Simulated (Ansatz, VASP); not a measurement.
**Lu (Lu strained to the junction's net): VASP beside Ansatz**

Aim: how closely do two programs agree when they are given the same cell, functional and k mesh? The structure shown is the end of the Ansatz relaxation below.

Main program and level: Ansatz 0.2.0; plane waves, with VASP 6.6.1 beside it; single point at PBE with D3(BJ).

### 1. The structure

Symmetry: P6_3/mmc, No. 194, hexagonal system. Conventional cell: a = 3.660 Å, b = 3.660 Å, c = 5.271 Å, α = 90.00°, β = 90.00°, γ = 120.00°. Nearest to Lu lie 12 Lu at 3.38 to 3.66 Å.

Coordinates:

```cif
data_structure
_symmetry_space_group_name_H-M 'P 1'
_symmetry_Int_Tables_number 1
_cell_length_a 3.6600
_cell_length_b 3.6600
_cell_length_c 5.2710
_cell_angle_alpha 90.000
_cell_angle_beta 90.000
_cell_angle_gamma 120.000
_cell_volume 61.15
loop_
_atom_site_label
_atom_site_type_symbol
_atom_site_fract_x
_atom_site_fract_y
_atom_site_fract_z
_atom_site_occupancy
Lu1 Lu 0.00000 0.00000 0.00000 1
Lu2 Lu 0.33333 0.66667 0.50000 1
```

### 2. Ansatz: relaxation, PBE with D3(BJ)

Ansatz runs on its default PAW (the set named soft_2) files.

This run makes the geometry at which the two programs are then compared.

File input.yaml:

```yaml
crystal:
  lattice:
    - [3.66, 0.0, 0.0]
    - [-1.83, 3.1696529779, 0.0]
    - [0.0, 0.0, 5.3177102273]
  atoms:
    - { symbol: Lu, position: [0.0, 0.0, 0.0] }
    - { symbol: Lu, position: [0.3333333333, 0.6666666667, 0.5] }
kpoints:
  mp_grid: { grid: [12, 12, 6] }
scf:
  occupations: { method: fermi_dirac, width: 0.1 }
  max_iter: 150
hamiltonian:
  xc: pbe
  dispersion: d3bj
relax:
  f_tol: 0.01
  max_steps: 40
  cell: { fix: [a, b, angles] }
```

Launch:

```console
$ ansatz run input.yaml --threads 4 --pin off --max-ram 12288MiB --backend cpu --events-out ev --progress --plain --runs-dir out
```

Numbers of over 12 decimals in the logs are rounded to 6 here.

The log of the run:

```text
band count auto-derived: 31 (N_el = 50.0; filled up to band 25; 30 by the electrons, moments and atoms)
Engine: ansatz 0.2.0, aarch64-unknown-linux-gnu
Pseudopotentials: kind: paw
Pseudopotential: Lu, paw, valence charge 25, recommended cutoff 420 eV (normal), Lu.paw.azcp
Functional definition: PBE
  parameter kappa = 0.804
  parameter beta = 0.066725
  exchange = pbe_x(kappa = kappa, mu = beta*pi^2/3)
  correlation = pbe_c(beta = beta)
Crystal: 2 atoms, lattice volume = 61.690 Å³
Basis set: ecut = 420 eV, 1193 PW (Γ), exchange–correlation on 50×50×72 points (8 copies of the dense FFT grid, shifted against one another)
Bands: 31, of which v1, the nominal top of the filled ones, is band 25 counted from 1 (24 counted from 0)
Symmetry: 24 space group operations
Space group: P63/mmc (ITA 194), of the structure as read, at distance tolerance 4.0e-5 Å
k-points: 76 of 864
Non-local potential: Lu, projectors of the file, l = 0: 3, l = 1: 2, l = 2: 2, l = 3: 3
PAW form: soft (Blöchl's): semilocal exchange-correlation on the pseudo side does not see the compensation charge
PAW one-centre angular grid: Lu, 590 points (default); XC on 64 Gauss nodes
Initial density: superposition of atomic densities (neutral atoms: chi_scale 0, normalization atom), corrected by the library's trained network
Initial wavefunctions: pseudopotential atomic-orbital guess
Functional: x = pbe(κ = 0.804, μ = 0.219515), c = pbe(β = 0.066725)
SCF iter   1: F=—  HF=-29465.507601 eV  |F-HF|=—  |Δ(HF+E_count)|=         —  Δρ=1.78e-3  dr2=1.14e-3  ethr=1.77e-3  ⟨swp⟩=5.2  Hψ=10017  notcnv=0
preconditioner: auto → Kerker (q_TF=auto, 2.634 Å⁻¹)  [metal: Δε(μ)=0.027 eV  Ē_g=12.676 eV  σ=0.100 eV  W_gap=0.07  n_scr=22 (ndim 8)  ℏωp=32.1 eV  f_vac=0.000  D(μ)=3.37/eV (n_scr^D=34)]
SCF iter   2: F=—  HF=-29465.502523 eV  |F-HF|=—  |Δ(HF+E_count)|=   5.08e-3  Δρ=1.97e-3  dr2=1.69e-3  ethr=2.27e-6  ⟨swp⟩=3.8  Hψ=7311  notcnv=0
SCF iter   3: F=—  HF=-29465.500402 eV  |F-HF|=—  |Δ(HF+E_count)|=   2.12e-3  Δρ=1.00e-3  dr2=4.87e-4  ethr=2.27e-6  ⟨swp⟩=3.2  Hψ=5310  notcnv=0
SCF iter   4: F=—  HF=-29465.500275 eV  |F-HF|=—  |Δ(HF+E_count)|=   1.27e-4  Δρ=3.76e-4  dr2=8.11e-5  ethr=9.75e-7  ⟨swp⟩=2.5  Hψ=5071  notcnv=0
SCF iter   5: F=—  HF=-29465.500274 eV  |F-HF|=—  |Δ(HF+E_count)|=   7.00e-7  Δρ=9.63e-5  dr2=4.95e-6  ethr=1.62e-7  ⟨swp⟩=2.1  Hψ=4166  notcnv=0
SCF iter   6: F=—  HF=-29465.500276 eV  |F-HF|=—  |Δ(HF+E_count)|=   1.43e-6  Δρ=1.82e-5  dr2=1.25e-7  ethr=9.90e-9  ⟨swp⟩=2.6  Hψ=4401  notcnv=0
SCF iter   7: F=—  HF=-29465.500274 eV  |F-HF|=—  |Δ(HF+E_count)|=   1.44e-6  Δρ=1.37e-5  dr2=3.71e-8  ethr=2.00e-10  ⟨swp⟩=6.7  Hψ=13019  notcnv=0
SCF iter   8: F=—  HF=-29465.500274 eV  |F-HF|=—  |Δ(HF+E_count)|=   4.20e-7  Δρ=6.17e-6  dr2=6.25e-9  ethr=7.42e-11  ⟨swp⟩=6.2  Hψ=11510  notcnv=0
SCF iter   9: F=-29465.500274 eV  HF=-29465.500274 eV  |F-HF|=5.09e-11  |Δ(HF+E_count)|=   4.90e-8  Δρ=6.49e-7  dr2=8.67e-11  ethr=1.25e-11  ⟨swp⟩=5.9  Hψ=11069  notcnv=0
SCF 1 converged in 9 iterations: F = -29465.500274 eV  dr2 = 8.67e-11
  greatest PAW one-centre occupation: 0.998 electrons in one spin orbital (limit 2), on the Lu atom at site 1 (counted from 0), in its partial waves of l = 0
relax step   1: F+E_penalty+E_count = -29465.50027392 eV  Δ(F+E_penalty+E_count) = +0.000e0 eV  max|allowed force component| = 6.708e-17 eV/Å  Δτ_max = 0.0000 Å  P = -4.050 GPa  Ω = 61.690 Å³  fix = [a, b, alpha, beta, gamma]  reactions: a -5.671, b -5.671 GPa  (9 SCF iters, dr2 threshold 1.00e-7 eV, accepted)
[...]
relax step   2: F+E_penalty+E_count = -29465.50185369 eV  Δ(F+E_penalty+E_count) = -1.580e-3 eV  max|allowed force component| = 7.401e-17 eV/Å  Δτ_max = 0.0000 Å  P = -3.722 GPa  Ω = 61.148 Å³  energy of the carried Pulay correction = +1.372e-4 eV  fix = [a, b, alpha, beta, gamma]  reactions: a -5.562, b -5.562 GPa  (5 SCF iters, dr2 threshold 2.00e-7 eV, accepted)
[...]
relax step   3: F+E_penalty+E_count = -29465.50171974 eV  Δ(F+E_penalty+E_count) = +1.340e-4 eV  max|allowed force component| = 6.014e-17 eV/Å  Δτ_max = 0.0000 Å  P = -3.724 GPa  Ω = 61.148 Å³  fix = [a, b, alpha, beta, gamma]  reactions: a -5.563, b -5.563 GPa  stress off target by 4.51e-2 GPa on what of the cell is left free  SCF on the basis re-selected at this cell (its energy is not comparable with the rows above)  (7 SCF iters)
basis re-selected at this cell: Δ(F+E_penalty+E_count) = +1.340e-4 eV, ΔP = -0.002 GPa vs the last step (what re-selecting the basis moved, of the pressure what is left beyond the Pulay correction that the steps carried, after the strain that the cell walked since its last selection, with what the two solves' SCF thresholds leave and, on support functions, any second-order correction that the steps lacked; it is no m [...]
SCF converged after 7 iterations
Free energy (F): -29465.501720 eV
Harris-Foulkes:  -29465.501720 eV  (|F-HF|=7.28e-12)
Internal energy: -29465.395116 eV  (E = F + TS)
E sigma→0 (E₀):  -29465.448418 eV
Entropy (-TS):   -0.106604 eV (-53.302 meV/atom)
Fermi energy:    12.941626 eV
--- Per-component energies (eV) ---
  E_band       = -50.084345
  E_kinetic    = 833.416444
  E_local      = -13716.578980  (includes V_loc(G=0)·N_el)
  E_nonlocal   = 1153.437642
  E_hartree    = 5744.378575
  E_xc         = -434.553324
  E_vxc        = -514.127746  (∫ρ·V_xc dr)
  E_paw        = -14748.467677  (= ΣΔE_a)
  E_vpaw       = 705.011091  (= ΣTr[D̂ρ^β])
  E_aug_tail   = 0.000067  (compensation charges beyond the density's cutoff)
  E_ewald      = -8296.355166
  E_disp       = -0.672697  (pairwise vdW)
  E_smearing   = -0.106604  (= −TS)
  E_closure    = -0.000000  (closes the sum)
  Σ components = -29465.501720   (vs F -29465.501720, Δ=0.00e0)
--- Forces (eV/Å), atoms counted from 1 ---
  atom   1  Lu     0.00000000     0.00000000     0.00000000
  atom   2  Lu     0.00000000    -0.00000000     0.00000000
  max |Σ_I F_I| component: 1.85e-17 eV/Å
--- Stress (GPa, compression-positive) ---
       -5.563088      -0.000000       0.000000
       -0.000000      -5.563088       0.000000
        0.000000       0.000000      -0.045132
  P = ⅓ Tr σ = -3.7238 GPa (-37.238 kbar)
--- Relaxed structure (2 steps of the walk, 2 accepted, 1 SCFs on fresh bases) ---
  F+E_penalty+E_count = -29465.50171974 eV   max|allowed force component| = 6.014e-17 eV/Å   (the final SCF, on the basis selected at the relaxed cell)
  cell:  # Å, volume = 61.1484 Å³
    - [3.660000, 0, 0.0]
    - [-1.830000, 3.169653, 0.0]
    - [0.0, 0.0, 5.270994]
  atoms:
    - { symbol: Lu, position: [9.251858539620032e-18, -5.0885221963063393e-17, 0.0] }
    - { symbol: Lu, position: [0.333333, 0.666667, 0.5] }
```

### 3. VASP: single point, PBE with D3(BJ)

The same cell, functional, mesh and smearing now go to VASP, with its own data sets.

Lines of VASP's logs that name or quote its potential files are left out, and so is its time.

File INCAR:

```
SYSTEM = Lu
PREC = Accurate
ENCUT = 500
EDIFF = 1E-06
NELM = 120
ISMEAR = -1
SIGMA = 0.1
LREAL = .FALSE.
ALGO = Normal
GGA = PE
IVDW = 12
NBANDS = 15
LORBIT = 11
LWAVE = .FALSE.
LCHARG = .FALSE.
ISIF = 2
LASPH = .TRUE.
GGA_COMPAT = .FALSE.
```

File POSCAR:

```
Lu
1.0
    3.6600000000      0.0000000000      0.0000000000
   -1.8300000000      3.1696529779      0.0000000000
    0.0000000000      0.0000000000      5.2709936777
Lu
2
Direct
    0.0000000000      0.0000000000      0.0000000000
    0.3333333333      0.6666666667      0.5000000000
```

File KPOINTS:

```
Automatic mesh
0
Gamma
12 12 6
0 0 0
```

The projector-augmented-wave data sets are Lu_3 (PBE family, release 64).

Launch:

```console
$ mpirun -np 1 vasp_std
```

The log of the run:

```text
[banner, memory and clock lines left out]
running    1 mpi-ranks, on    1 nodes
 distrk:  each k-point on    1 cores,    1 groups
 distr:  one band on    1 cores,    1 groups

 POSCAR found type information on POSCAR Lu
 POSCAR found :  1 types and       2 ions
 LDA part: xc-table for (Slater+PW92), standard interpolation
 POSCAR, INCAR and KPOINTS ok, starting setup
 FFT: planning ... GRIDC
 FFT: planning ... GRID_SOFT
 FFT: planning ... GRID
 WAVECAR not read
 entering main loop
       N       E                     dE             d eps       ncg     rms          rms(c)
DAV:   1     0.460209288101E+02    0.46021E+02   -0.84465E+03  4074   0.124E+03
DAV:   2    -0.695861658044E+01   -0.52980E+02   -0.51282E+02  4073   0.628E+02
DAV:   3    -0.879231800865E+01   -0.18337E+01   -0.18108E+01  2988   0.582E+01
DAV:   4    -0.890592189698E+01   -0.11360E+00   -0.11060E+00  4203   0.839E+00
DAV:   5    -0.890791395521E+01   -0.19921E-02   -0.19915E-02  2996   0.218E+00    0.243E+01
DAV:   6    -0.889084738221E+01    0.17067E-01   -0.37114E-02  3960   0.377E+00    0.145E+01
DAV:   7    -0.889531333267E+01   -0.44660E-02   -0.70506E-02  3903   0.503E+00    0.360E-01
DAV:   8    -0.889516281082E+01    0.15052E-03   -0.49948E-03  3891   0.805E-01    0.866E-02
DAV:   9    -0.889517740483E+01   -0.14594E-04   -0.21443E-04  3758   0.191E-01    0.301E-02
DAV:  10    -0.889517249289E+01    0.49119E-05   -0.23942E-05  3857   0.681E-02    0.332E-02
DAV:  11    -0.889517296712E+01   -0.47423E-06   -0.11266E-06  2063   0.177E-02
   1 F= -.95676084E+01 E0= -.95142214E+01  d E =-.106774E+00
```

OUTCAR, selected parts (step 3):

```text
ion  position               nearest neighbor table
   1  0.000  0.000  0.000-   2 3.38   2 3.38   2 3.38   2 3.38   2 3.38   2 3.38
   2  0.333  0.667  0.500-   1 3.38   1 3.38   1 3.38   1 3.38   1 3.38   1 3.38

  LATTYP: Found a hexagonal cell.
 ALAT       =     3.6600000000
 C/A-ratio  =     1.4401622070

 Subroutine GETGRP returns: Found 24 space group operations
 (whereof 12 operations were pure point group operations)

The static configuration has the point symmetry D_3h.
 The point group associated with its full space group is D_6h.

 Found     76 irreducible k-points:

   k-points           NKPTS =     76   k-points in BZ     NKDIM =     76   number of bands    NBANDS=     15

   dimension x,y,z NGX =    28 NGY =   28 NGZ =   40
   dimension x,y,z NGXF=    56 NGYF=   56 NGZF=   80

   ENCUT  =  500.0 eV  36.75 Ry    6.06 a.u.   6.67  6.67  9.61*2*pi/ulx,y,z

   NELECT =      18.0000    total number of electrons

 k-points in reciprocal lattice and weights: Automatic mesh
   0.00000000  0.00000000  0.00000000       0.001
   0.08333333  0.00000000  0.00000000       0.007
   0.16666667  0.00000000  0.00000000       0.007
   0.25000000  0.00000000  0.00000000       0.007
   0.33333333  0.00000000  0.00000000       0.007
   0.41666667  0.00000000  0.00000000       0.007
   0.50000000  0.00000000  0.00000000       0.003
   0.08333333  0.08333333  0.00000000       0.007
   0.16666667  0.08333333  0.00000000       0.014
[...]
0.33333333  0.25000000  0.50000000       0.014
   0.33333333  0.33333333  0.50000000       0.002

 average (electrostatic) potential at core
       1 -33.0333       2 -33.0333

 E-fermi :   2.5710

 k-point     1 :       0.0000    0.0000    0.0000
  band No.  band energies     occupation
    ...
      4     -24.0917      2.00000
      5     -24.0917      2.00000
      6     -24.0275      2.00000
      7      -3.3109      2.00000
      8       0.5221      2.00000
      9       3.7455      0.00002
     10       4.5847      0.00000
     11       4.5847      0.00000
     12       5.4576      0.00000
     13       5.4581      0.00000
    ...

 k-point     2 :       0.0833    0.0000    0.0000
  band No.  band energies     occupation
    ...
      4     -24.1071      2.00000
      5     -24.0926      2.00000
      6     -24.0341      2.00000
      7      -3.1628      2.00000
      8       0.6598      2.00000
      9       3.6022      0.00007
     10       4.2264      0.00000
     11       4.7225      0.00000
     12       5.2637      0.00000
     13       5.3014      0.00000
    ...

 k-point     3 :       0.1667    0.0000    0.0000
  band No.  band energies     occupation
    ...
      4     -24.1482      2.00000
      5     -24.0955      2.00000
      6     -24.0536      2.00000
      7      -2.7321      2.00000
      8       1.0359      2.00000
      9       3.2271      0.00283
     10       3.5778      0.00008
     11       4.8362      0.00000
     12       4.9868      0.00000
     13       5.0115      0.00000
    ...

 Edisp (eV)   -0.67244

  Total      -1.95370    -1.95370     0.13322     0.00000     0.00000    -0.00000
  in kB     -51.18967   -51.18967     3.49044     0.00000     0.00000    -0.00000
  external pressure =      -32.96 kB  Pullay stress =        0.00 kB

  energy-cutoff  :      500.00
  volume of cell :       61.15
      direct lattice vectors                 reciprocal lattice vectors
     3.660000000  0.000000000  0.000000000     0.273224044  0.157745975  0.000000000
    -1.830000000  3.169652978  0.000000000     0.000000000  0.315491950  0.000000000
     0.000000000  0.000000000  5.270993678     0.000000000  0.000000000  0.189717549

 POSITION                                       TOTAL-FORCE (eV/Angst)
 -----------------------------------------------------------------------------------
      0.00000      0.00000      0.00000         0.000000      0.000000      0.000000
     -0.00000      2.11310      2.63550        -0.000000     -0.000000      0.000000
 -----------------------------------------------------------------------------------
    total drift:                                0.000000     -0.000000     -0.000000

  FREE ENERGIE OF THE ION-ELECTRON SYSTEM (eV)
  ---------------------------------------------------
  free  energy   TOTEN  =        -9.5676084353 eV

  energy  without entropy=       -9.4608342653  energy(sigma->0) =       -9.51422135

 total charge
# of ion       s       p       d       tot
------------------------------------------
    1        0.490   6.405   0.877   7.771
    2        0.490   6.405   0.877   7.771
--------------------------------------------------
tot          0.979  12.810   1.754  15.543

[... 3 further parts left out ...]
```

The data set Lu_3 holds the 4f electrons frozen in the core, so no f bands or f moments appear.

### 4. Side by side

Known differences besides the potentials themselves: the data sets hold 50 valence electrons in Ansatz (on its default PAW (the set named soft_2) files) and 18 in VASP; the cutoff is 420 eV in Ansatz and 500 eV in VASP; Ansatz's pressure holds a Pulay correction, VASP's none. Total energies have different zeros and are not compared.

Compared:

```
      quantity  Ansatz   VASP  difference
pressure (GPa)   -3.72  -3.30       -0.43
```

### 5. What came out

```
difference in pressure (single point, PBE with D3(BJ)) : -0.43 GPa
```

What this shows: The difference in pressure is -0.43 GPa (single point, PBE with D3(BJ)), within the 1 GPa picked in this series as the mark of a large difference. The data sets hold unlike numbers of valence electrons (50 in Ansatz and 18 in VASP), so part of the differences comes from the potentials. Such differences can come from data sets, numerical settings and the points named under the comparisons, not from the functional's error against experiment.

[Lines on the potential files, build, host, timing and source positions are cut from VASP's logs without a mark.]

[Logs are printed without paths, hosts, clocks, repeated set-up lines and the standing remarks that a program may print on its own settings, such as how far it seeks lower states.]

[Hosts, paths, dates, database ids (printed as entryN), source tags and the programs' standing remarks are cut or masked in the printed files.]
